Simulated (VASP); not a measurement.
Data:

```xyz
1
Lattice="-1.4832 1.4832 1.4832 1.4832 -1.4832 1.4832 1.4832 1.4832 -1.4832" Properties=species:S:1:pos:R:3 pbc="T T T"
V      0.0000     0.0000     0.0000
```

These are PBE GGA, VASP's PBE PAW potentials (set 64) (plane waves; VASP) values and carry that method's errors. Run with 520 eV cut-off, 17×17×17 Γ-centred mesh, first-order Methfessel-Paxton smearing of 0.10 eV, potentials V_sv.

Problem. Estimate the energy per atom (σ→0), pressure, band gap (on the k-mesh) with the smallest direct gap where there is one.

Solution. 
```
Property                                                     Value
------------------------  ----------------------------------------
band gap (on the k-mesh)  none (metal, semimetal or under 0.01 eV)
energy per atom (σ→0)                               -8.981 eV/atom
pressure                                                  6.28 GPa
```

Only differences to runs with the same potentials and settings are physical.

The compound is V in the bcc structure. This cell is one point of a volume scan, at 0.97 of the reference volume. The run is not spin-polarised, so no magnetic state was tried.
